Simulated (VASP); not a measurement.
Method: PW91 GGA, VASP's PBE PAW potentials (set 64) (plane waves; VASP 6.6.1).

A VASP calculation is set up with these files.

### POSCAR
```
ZrC
1
    0.0000000000     2.3500000000     2.3500000000
    2.3500000000     0.0000000000     2.3500000000
    2.3500000000     2.3500000000     0.0000000000
Zr C
1 1
Direct
  0.0000000000   0.0000000000   0.0000000000
  0.5000000000   0.5000000000   0.5000000000
```

INCAR:
```
EDIFF = 1E-6   # SCF stop (eV)
ENCUT = 520
LREAL = .False.   # projection in real space or not
LASPH = .True.   # aspherical one-centre terms
LCHARG = .False.
LMAXMIX = 4
GGA = 91
ALGO = Normal   # blocked Davidson
LWAVE = .False.
SIGMA = 0.1   # width (eV)
ISIF = 2
ISMEAR = 1   # Methfessel-Paxton
NELM = 100   # most electronic steps
SYSTEM = ZrC
PREC = Accurate
```

**KPOINTS**
```
Automatic mesh
0
Gamma
12 12 12
0 0 0
```

POTCAR, in this order: Zr_sv C (PBE.64 set). Program: vasp_std.

The resulting files:

**OSZICAR**
```
       N       E                     dE             d eps       ncg     rms          rms(c)
DAV:   1     0.111712259761E+03    0.11171E+03   -0.90288E+03  1728   0.135E+03
DAV:   2    -0.170380323174E+02   -0.12875E+03   -0.12125E+03  2024   0.335E+02
DAV:   3    -0.228624465027E+02   -0.58244E+01   -0.56921E+01  2540   0.645E+01
DAV:   4    -0.230743883972E+02   -0.21194E+00   -0.21183E+00  2244   0.116E+01
DAV:   5    -0.230801205453E+02   -0.57321E-02   -0.57319E-02  2484   0.161E+00    0.213E+01
DAV:   6    -0.196347795059E+02    0.34453E+01   -0.17332E+01  1932   0.290E+01    0.806E+00
DAV:   7    -0.194920455414E+02    0.14273E+00   -0.83078E-01  1996   0.734E+00    0.593E+00
DAV:   8    -0.194842249661E+02    0.78206E-02   -0.14491E-01  1864   0.351E+00    0.145E+00
DAV:   9    -0.194799456430E+02    0.42793E-02   -0.31697E-02  2152   0.121E+00    0.475E-01
DAV:  10    -0.194802584449E+02   -0.31280E-03   -0.20411E-03  1984   0.575E-01    0.361E-01
DAV:  11    -0.194800778581E+02    0.18059E-03   -0.67933E-04  1916   0.214E-01    0.179E-02
DAV:  12    -0.194800760086E+02    0.18494E-05   -0.12314E-05  2664   0.384E-02    0.118E-02
DAV:  13    -0.194800755769E+02    0.43172E-06   -0.29652E-07  1124   0.593E-03
   1 F= -.19480076E+02 E0= -.19479957E+02  d E =-.356113E-03
```

### OUTCAR
```
------------------------ aborting loop because EDIFF is reached ----------------------------------------
  FORCE on cell =-STRESS in cart. coord.  units (eV):
  Direction    XX          YY          ZZ          XY          YZ          ZX
  --------------------------------------------------------------------------------------
  Total        0.3244902      0.3244902      0.3244902      0.0000000      0.0000000     -0.0000000
  in kB       20.0298880     20.0298880     20.0298880      0.0000000      0.0000000     -0.0000000
  external PRESSURE =      20.0298880 kB  Pullay stress =       0.0000000 kB
  volume of cell :       25.96
      direct lattice vectors                 reciprocal lattice vectors
     0.000000000  2.350000000  2.350000000    -0.212765957  0.212765957  0.212765957
     2.350000000  0.000000000  2.350000000     0.212765957 -0.212765957  0.212765957
     2.350000000  2.350000000  0.000000000     0.212765957  0.212765957 -0.212765957
 POSITION                                       TOTAL-FORCE (eV/Angst)
 -----------------------------------------------------------------------------------
      0.00000      0.00000      0.00000        -0.000000     -0.000000     -0.000000
      2.35000      2.35000      2.35000         0.000000      0.000000      0.000000
 -----------------------------------------------------------------------------------
    total drift:                                0.000000      0.000000      0.000000
  FREE ENERGIE OF THE ION-ELECTRON SYSTEM (eV)
  ---------------------------------------------------
  free  energy   TOTEN  =       -19.4800755769 eV

  energy  without entropy=      -19.4797194635  energy(sigma->0) =      -19.47995687
```
(Selected blocks of OUTCAR.)

The compound is ZrC in the rock salt structure. The cell was not relaxed at this level. The run is one of a series of settings (GGA = 91 against the base run), some of them coarse on purpose.
